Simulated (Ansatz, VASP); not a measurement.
# Ni (Ni wire along [110], 14 atoms a period) in two plane-wave programs, part 2 of 2

One calculation is typed for both programs; each brings its own data sets. How far apart do they land? The cell is taken from a series of runs on this material, whose earlier steps may have relaxed, scaled, displaced or heated it; both programs get it as it stands.

VASP 6.6.1 and Ansatz 0.2.0.

So far: The structure; Ansatz: single point, LDA.

### Step 3. VASP: single point, LDA

Level of this step: LDA, spin-polarised from a ferromagnetic start; plane waves and PAW (Ni) (VASP).

The same cell, functional (in two slightly different forms), mesh and smearing now go to VASP, with its own data sets.

Lines of VASP's logs that name or quote its potential files are left out, and so is its time.

File INCAR:

```
SYSTEM = Ni
PREC = Accurate
ENCUT = 520
EDIFF = 1E-06
NELM = 200
ISMEAR = -1
SIGMA = 0.05
LREAL = .FALSE.
ALGO = Normal
GGA = PW92
NBANDS = 99
ISPIN = 2
MAGMOM = 0.7 0.71 0.7 0.71 0.73 0.73 0.71 0.71 0.71 0.71 0.73 0.73 0.7 0.7
LASPH = .TRUE.
LMAXMIX = 4
LORBIT = 11
LWAVE = .FALSE.
LCHARG = .FALSE.
ISIF = 2
GGA_COMPAT = .FALSE.
KPAR = 4
```

File POSCAR:

```
Ni
1.0
   13.8400000000      0.0000000000      0.0000000000
    0.0000000000     14.2670000000      0.0000000000
    0.0000000000      0.0000000000      2.4247375246
Ni
14
Direct
    0.3716973730      0.6740319830      0.0000000000
    0.3725139240      0.5000000000      0.0000000000
    0.6283026270      0.6740319830      0.0000000000
    0.6274860760      0.5000000000      0.0000000000
    0.2505125900      0.4140853960      0.5000000000
    0.2505125900      0.5859146040      0.5000000000
    0.5000000000      0.2465261420      0.5000000000
    0.5000000000      0.4135871280      0.5000000000
    0.5000000000      0.5864128720      0.5000000000
    0.5000000000      0.7534738580      0.5000000000
    0.7494874100      0.4140853960      0.5000000000
    0.7494874100      0.5859146040      0.5000000000
    0.3716973730      0.3259680170      0.0000000000
    0.6283026270      0.3259680170      0.0000000000
```

File KPOINTS:

```
Automatic mesh
0
Gamma
1 1 25
0 0 0
```

Potentials, in the order of the species: Ni (LDA family, release 64).

Launch:

```bash
$ mpirun -np 4 vasp_std
```

Numbers of over 12 decimals in the logs are rounded to 6 here.

Output:

```text
[banner, memory and clock lines left out]
running    4 mpi-ranks, on    1 nodes
 distrk:  each k-point on    1 cores,    4 groups
 distr:  one band on    1 cores,    1 groups

 POSCAR found type information on POSCAR Ni
 POSCAR found :  1 types and      14 ions
|                                                                             |
|               ----> ADVICE to this user running VASP <----                  |
|                                                                             |
|     You enforced a specific xc type in the INCAR file but a different       |
|     [... a line on the potential file left out ...]
|     I HOPE YOU KNOW WHAT YOU ARE DOING!                                     |
|                                                                             |

 LDA part: xc-table for (Slater(with rela. corr.)+PW92), standard interpolation
 POSCAR, INCAR and KPOINTS ok, starting setup
 FFT: planning ... GRIDC
 FFT: planning ... GRID_SOFT
 FFT: planning ... GRID
 WAVECAR not read
 entering main loop
       N       E                     dE             d eps       ncg     rms          rms(c)
DAV:   1     0.102447076266E+04    0.10245E+04   -0.59321E+04  5156   0.147E+03
DAV:   2    -0.891974108101E+00   -0.10254E+04   -0.96986E+03  5148   0.329E+02
DAV:   3    -0.901456316055E+02   -0.89254E+02   -0.79744E+02  5448   0.136E+02
DAV:   4    -0.927204563385E+02   -0.25748E+01   -0.25536E+01  5613   0.256E+01
DAV:   5    -0.927739925036E+02   -0.53536E-01   -0.53532E-01  7224   0.248E+00    0.347E+01
DAV:   6    -0.982826869694E+02   -0.55087E+01   -0.12203E+02  5712   0.115E+02    0.572E+01
DAV:   7    -0.955945660203E+02    0.26881E+01   -0.90950E+01  5877   0.141E+02    0.384E+01
DAV:   8    -0.823882813886E+02    0.13206E+02   -0.20203E+01  5989   0.600E+01    0.303E+01
DAV:   9    -0.860707719852E+02   -0.36825E+01   -0.45167E+01  5928   0.667E+01    0.310E+01
DAV:  10    -0.889578108271E+02   -0.28870E+01   -0.19370E+01  6276   0.650E+01    0.408E+01
DAV:  11    -0.836486203919E+02    0.53092E+01   -0.12461E+01  6285   0.492E+01    0.302E+01
DAV:  12    -0.803933387255E+02    0.32553E+01   -0.66566E+00  6197   0.311E+01    0.150E+01
DAV:  13    -0.801957885419E+02    0.19755E+00   -0.16368E+00  6152   0.146E+01    0.120E+01
DAV:  14    -0.801008323860E+02    0.94956E-01   -0.47901E-01  5703   0.659E+00    0.992E+00
[...]
DAV:  35    -0.798635353596E+02   -0.63486E-04   -0.87056E-06  5338   0.303E-02    0.161E-02
DAV:  36    -0.798635672398E+02   -0.31880E-04   -0.27407E-06  4551   0.113E-02    0.106E-02
DAV:  37    -0.798635931689E+02   -0.25929E-04   -0.14232E-06  3695   0.103E-02    0.853E-03
DAV:  38    -0.798636136696E+02   -0.20501E-04   -0.94922E-07  3650   0.576E-03    0.725E-03
DAV:  39    -0.798636260952E+02   -0.12426E-04   -0.97116E-07  3654   0.644E-03    0.745E-03
DAV:  40    -0.798636292106E+02   -0.31154E-05   -0.29618E-07  3452   0.480E-03    0.418E-03
DAV:  41    -0.798636302677E+02   -0.10571E-05   -0.18364E-07  3257   0.250E-03    0.319E-03
DAV:  42    -0.798636308940E+02   -0.62634E-06   -0.63407E-08  3219   0.276E-03
   1 F= -.79863631E+02 E0= -.79737574E+02  d E =-.252113E+00  mag=     9.4142
```

Parts of OUTCAR (step 3):

```text
ion  position               nearest neighbor table
   1  0.372  0.674  0.000-   6 2.42   6 2.42  10 2.43  10 2.43   2 2.48   9 2.49   9 2.49
   2  0.373  0.500  0.000-   5 2.41   6 2.41   5 2.41   6 2.41   8 2.47   9 2.47   8 2.47   9 2.47
                             1 2.48  13 2.48
   3  0.628  0.674  0.000-  12 2.42  12 2.42  10 2.43  10 2.43   4 2.48   9 2.49   9 2.49
   4  0.627  0.500  0.000-  11 2.41  12 2.41  11 2.41  12 2.41   8 2.47   9 2.47   8 2.47   9 2.47
                             3 2.48  14 2.48
   5  0.251  0.414  0.500-   2 2.41   2 2.41  13 2.42  13 2.42   6 2.45
   6  0.251  0.586  0.500-   2 2.41   2 2.41   1 2.42   1 2.42   5 2.45
   7  0.500  0.247  0.500-   8 2.38  13 2.43  14 2.43  13 2.43  14 2.43
   8  0.500  0.414  0.500-   7 2.38   9 2.47   2 2.47   4 2.47   2 2.47   4 2.47  13 2.49  14 2.49
                            13 2.49  14 2.49
   9  0.500  0.586  0.500-  10 2.38   8 2.47   2 2.47   4 2.47   2 2.47   4 2.47   1 2.49   3 2.49
                             3 2.49   1 2.49
  10  0.500  0.753  0.500-   9 2.38   3 2.43   1 2.43   1 2.43   3 2.43
  11  0.749  0.414  0.500-   4 2.41   4 2.41  14 2.42  14 2.42  12 2.45
  12  0.749  0.586  0.500-   4 2.41   4 2.41   3 2.42   3 2.42  11 2.45
  13  0.372  0.326  0.000-   5 2.42   5 2.42   7 2.43   7 2.43   2 2.48   8 2.49   8 2.49
  14  0.628  0.326  0.000-  11 2.42  11 2.42   7 2.43   7 2.43   4 2.48   8 2.49   8 2.49

  LATTYP: Found a simple orthorhombic cell.
 ALAT       =     2.4247375246
 B/A-ratio  =     5.7078342953
 C/A-ratio  =     5.8839358303

 Subroutine GETGRP returns: Found  8 space group operations
 (whereof  8 operations were pure point group operations)

The static configuration has the point symmetry D_2h.

 Found     13 irreducible k-points:

   k-points           NKPTS =     13   k-points in BZ     NKDIM =     13   number of bands    NBANDS=     99

   dimension x,y,z NGX =   108 NGY =  108 NGZ =   18
   dimension x,y,z NGXF=   216 NGYF=  216 NGZF=   36

   ENCUT  =  520.0 eV  38.22 Ry    6.18 a.u.  25.73 26.53  4.51*2*pi/ulx,y,z

   NELECT =     140.0000    total number of electrons

 k-points in reciprocal lattice and weights: Automatic mesh
   0.00000000  0.00000000  0.00000000       0.040
   0.00000000  0.00000000  0.04000000       0.080
   0.00000000  0.00000000  0.08000000       0.080
   0.00000000  0.00000000  0.12000000       0.080
   0.00000000  0.00000000  0.16000000       0.080
   0.00000000  0.00000000  0.20000000       0.080
   0.00000000  0.00000000  0.24000000       0.080
   0.00000000  0.00000000  0.28000000       0.080
   0.00000000  0.00000000  0.32000000       0.080
   0.00000000  0.00000000  0.36000000       0.080
   0.00000000  0.00000000  0.40000000       0.080
   0.00000000  0.00000000  0.44000000       0.080
   0.00000000  0.00000000  0.48000000       0.080

 average (electrostatic) potential at core
       1 -91.4185       2 -91.7157       3 -91.4185       4 -91.7157       5 -91.2823
       6 -91.2823       7 -91.3028       8 -91.6909       9 -91.6909      10 -91.3028
      11 -91.2823      12 -91.2823      13 -91.4185      14 -91.4185

 E-fermi :  -0.4997

 spin component 1
 k-point     1 :       0.0000    0.0000    0.0000
  band No.  band energies     occupation
    ...
     74      -1.0204      0.99997
     75      -0.9719      0.99992
     76      -0.9442      0.99986
     77      -0.8906      0.99960
     78      -0.8566      0.99921
     79      -0.4468      0.25781
     80      -0.2530      0.00714
     81       0.1289      0.00000
     82       0.4020      0.00000
     83       0.7432      0.00000
    ...

 k-point     2 :       0.0000    0.0000    0.0400
  band No.  band energies     occupation
    ...
     74      -1.0246      0.99997
     75      -1.0071      0.99996
     76      -0.9251      0.99980
     77      -0.8904      0.99960
     78      -0.8551      0.99918
     79      -0.3461      0.04429
     80      -0.1868      0.00191
     81       0.2569      0.00000
     82       0.4890      0.00000
     83       0.8242      0.00000
    ...

 k-point     3 :       0.0000    0.0000    0.0800
  band No.  band energies     occupation
    ...
     74      -1.0702      0.99999
     75      -1.0197      0.99997
     76      -0.9496      0.99988
     77      -0.8520      0.99913
     78      -0.7077      0.98464
     79      -0.1150      0.00046
     80      -0.0050      0.00005
     81       0.5567      0.00000
     82       0.7076      0.00000
     83       1.0521      0.00000
    ...

 k-point     4 :       0.0000    0.0000    0.1200
  band No.  band energies     occupation
    ...
     74      -1.0158      0.99997
     75      -1.0119      0.99996
     76      -0.9771      0.99993
     77      -0.5905      0.86004
     78      -0.5455      0.71417
     79       0.1815      0.00000
     80       0.2591      0.00000
     81       0.9221      0.00000
     82       0.9981      0.00000
     83       1.4020      0.00000
    ...

 k-point     5 :       0.0000    0.0000    0.1600
  band No.  band energies     occupation
    ...
     72      -1.0947      0.99999
     73      -1.0153      0.99997
     74      -1.0021      0.99996
     75      -0.9711      0.99992
     76      -0.8574      0.99922
     77      -0.3604      0.05813
     78      -0.2835      0.01308
     79       0.5218      0.00000
     80       0.5798      0.00000
     81       1.3075      0.00000
    ...

 k-point     6 :       0.0000    0.0000    0.2000
  band No.  band energies     occupation
    ...
     72      -1.0931      0.99999
     73      -1.0184      0.99997
     74      -0.9803      0.99993
     75      -0.8517      0.99912
     76      -0.6729      0.96965
     77      -0.1426      0.00079
     78       0.0523      0.00002
     79       0.8985      0.00000
     80       0.9448      0.00000
     81       1.7081      0.00000
    ...

  Total      -12.8117251    -12.4539267    -16.5881381      0.0000000      0.0000000      0.0000000
  in kB      -42.8730825    -41.6757479    -55.5104489      0.0000000      0.0000000      0.0000000
  external PRESSURE =     -46.6864264 kB  Pullay stress =       0.0000000 kB

  energy-cutoff  :      520.00
  volume of cell :      478.78
      direct lattice vectors                 reciprocal lattice vectors
    13.840000000  0.000000000  0.000000000     0.072254335  0.000000000  0.000000000
     0.000000000 14.267000000  0.000000000     0.000000000  0.070091820  0.000000000
     0.000000000  0.000000000  2.424737525     0.000000000  0.000000000  0.412415773

 POSITION                                       TOTAL-FORCE (eV/Angst)
 -----------------------------------------------------------------------------------
      5.14429      9.61641      0.00000         0.336646     -0.487889      0.000000
      5.15559      7.13350      0.00000        -0.042787     -0.000000      0.000000
      8.69571      9.61641      0.00000        -0.336646     -0.487889      0.000000
      8.68441      7.13350      0.00000         0.042787      0.000000     -0.000000
      3.46709      5.90776      1.21237         0.757105      0.313707      0.000000
      3.46709      8.35924      1.21237         0.757105     -0.313707     -0.000000
      6.92000      3.51719      1.21237         0.000000      0.840975      0.000000
      6.92000      5.90065      1.21237         0.000000     -0.032939      0.000000
      6.92000      8.36635      1.21237         0.000000      0.032939      0.000000
      6.92000     10.74981      1.21237         0.000000     -0.840975     -0.000000
     10.37291      5.90776      1.21237        -0.757105      0.313707      0.000000
     10.37291      8.35924      1.21237        -0.757105     -0.313707     -0.000000
      5.14429      4.65059      0.00000         0.336646      0.487889      0.000000
      8.69571      4.65059      0.00000        -0.336646      0.487889      0.000000
 -----------------------------------------------------------------------------------
    total drift:                                0.000000      0.000000     -0.000000

  FREE ENERGIE OF THE ION-ELECTRON SYSTEM (eV)
  ---------------------------------------------------
  free  energy   TOTEN  =       -79.8636308940 eV

  energy  without entropy=      -79.6115178184  energy(sigma->0) =      -79.73757436

 total charge
# of ion       s       p       d       tot
------------------------------------------
    1        0.503   0.414   8.333   9.250
    2        0.512   0.538   8.347   9.396
    3        0.503   0.414   8.333   9.250
    4        0.512   0.538   8.347   9.396
    5        0.497   0.330   8.356   9.184
    6        0.497   0.330   8.356   9.184
    7        0.507   0.333   8.351   9.191
    8        0.504   0.519   8.343   9.367
    9        0.504   0.519   8.343   9.367
   10        0.507   0.333   8.351   9.191
   11        0.497   0.330   8.356   9.184
   12        0.497   0.330   8.356   9.184
   13        0.503   0.414   8.333   9.250
   14        0.503   0.414   8.333   9.250
--------------------------------------------------
tot          7.048   5.756 116.840 129.643

 magnetization (x)
# of ion       s       p       d       tot
------------------------------------------
    1       -0.005  -0.019   0.687   0.664
    2       -0.008  -0.020   0.698   0.671
    3       -0.005  -0.019   0.687   0.664
    4       -0.008  -0.020   0.698   0.671
    5       -0.001  -0.012   0.715   0.701
    6       -0.001  -0.012   0.715   0.701
    7       -0.005  -0.014   0.701   0.682
    8       -0.007  -0.020   0.695   0.668
    9       -0.007  -0.020   0.695   0.668
   10       -0.005  -0.014   0.701   0.682
   11       -0.001  -0.012   0.715   0.701
   12       -0.001  -0.012   0.715   0.701
   13       -0.005  -0.019   0.687   0.664
   14       -0.005  -0.019   0.687   0.664
--------------------------------------------------
tot         -0.062  -0.230   9.795   9.502

[... 6 further parts left out ...]
```

The magnetic state follows from one typed start and may not be the lowest.

### Step 4. Side by side

Known differences besides the potentials themselves: VASP starts from the moments at which Ansatz ended; the data sets hold 252 valence electrons in Ansatz (on its default PAW (the set named soft_2) files) and 140 in VASP; the cutoff is 420 eV in Ansatz and 520 eV in VASP; VASP's log shows a relativistic correction to its local exchange, Ansatz's none; site moments are counted in spheres of each program's own size. Total energies have different zeros and are not compared.

Both answers:

```csv
quantity,Ansatz,VASP,difference
total moment (μB),9.58,9.41,+0.16
moment on Ni6 (μB),0.73,0.70,+0.03
moment on Ni5 (μB),0.73,0.70,+0.03
moment on Ni11 (μB),0.73,0.70,+0.03
moment on Ni12 (μB),0.73,0.70,+0.03
moment on Ni7 (μB),0.71,0.68,+0.03
moment on Ni10 (μB),0.71,0.68,+0.03
moment on Ni4 (μB),0.71,0.67,+0.04
moment on Ni2 (μB),0.71,0.67,+0.04
```

### Step 5. Summary of results

```
difference in total moment (single point, LDA) : 0.16 μB
```

What this shows: The difference in total moment is 0.16 μB (single point, LDA). The data sets hold unlike numbers of valence electrons (252 in Ansatz and 140 in VASP), so part of the differences may come from the potentials. How closely two codes agree says nothing of how well the functional describes the real material.

[Lines on the potential files, build, host, timing and source positions are cut from VASP's logs without a mark.]

[Logs are printed without paths, hosts, clocks, repeated set-up lines and the standing remarks that a program may print on its own settings, such as how far it seeks lower states.]

[Hosts, paths, dates, database ids (printed as entryN), source tags and the programs' standing remarks are cut or masked in the printed files.]
